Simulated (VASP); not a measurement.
Given:

```xyz
2
Lattice="4.2900 0.0000 0.0000 0.0000 4.2900 0.0000 0.0000 0.0000 4.2900" Properties=species:S:1:pos:R:3 pbc="T T T"
Cs     0.0000     0.0000     0.0000
Br     2.1450     2.1450     2.1450
```

The numbers are results of SCAN meta-GGA, VASP's PBE PAW potentials (set 64) (plane waves; VASP), not measurements. Settings: 520 eV cut-off, 6×6×6 Γ-centred mesh, Gaussian smearing of 0.050 eV, potentials Cs_sv Br.

**Question.** The ions, cell shape and volume are relaxed. Which structure does the run end with?

**Answer.** 
```xyz
2
Lattice="4.3069 0.0000 0.0000 0.0000 4.3069 0.0000 0.0000 0.0000 4.3069" Properties=species:S:1:pos:R:3 pbc="T T T"
Cs     0.0000     0.0000     0.0000
Br     2.1535     2.1535     2.1535
```
Space group Pm-3m (221), at a tolerance of 0.03 Å.

**Question.** How do energy and volume change from the first to the last step?

**Answer.** The energy (σ→0) changes by -0.3 meV/atom and the volume by +1.2 %, in 3 ionic steps.

```tsv
step	E(σ→0) (eV)	max force (eV/Å)	pressure (GPa)	volume (Å³)
1	-61.1615	0.000	0.19	78.95
2	-61.1619	0.000	0.08	79.50
3	-61.1620	0.000	0.00	79.89
```

The compound is CsBr in the CsCl type structure. This run relaxes it. Symmetry was kept, so distortions that lower it aren't found.
